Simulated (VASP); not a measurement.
Consider the following.

```
CELL_PARAMETERS angstrom
      2.92199     0.00000     0.00000
     -1.46099     2.53051     0.00000
      0.00000     0.00000     9.40151
ATOMIC_POSITIONS crystal
  Ti 0.00000 0.00000 0.00000
  Ti 0.00000 0.00000 0.50000
  Ti 0.33333 0.66667 0.25000
  Ti 0.66667 0.33333 0.75000
```

Level of theory: PBE GGA, VASP's PBE PAW potentials (set 64) (plane waves; VASP). Run with 300 eV cut-off, 9×9×3 Γ-centred mesh, Gaussian smearing of 0.20 eV, potentials Ti_sv.

**Question.** Predict the energy per atom (σ→0), band gap (on the k-mesh) with the smallest direct gap where there is one.

**Answer.** 
```yaml
band gap (on the k-mesh): none (metal, semimetal or under 0.01 eV)
energy per atom (σ→0): -7.770 eV/atom
```

The structure was generated: Ti was put into an ordered model structure, which need not be its known phase. The cell was not relaxed at this level. VASP warned that the highest band is occupied, so more bands are needed.
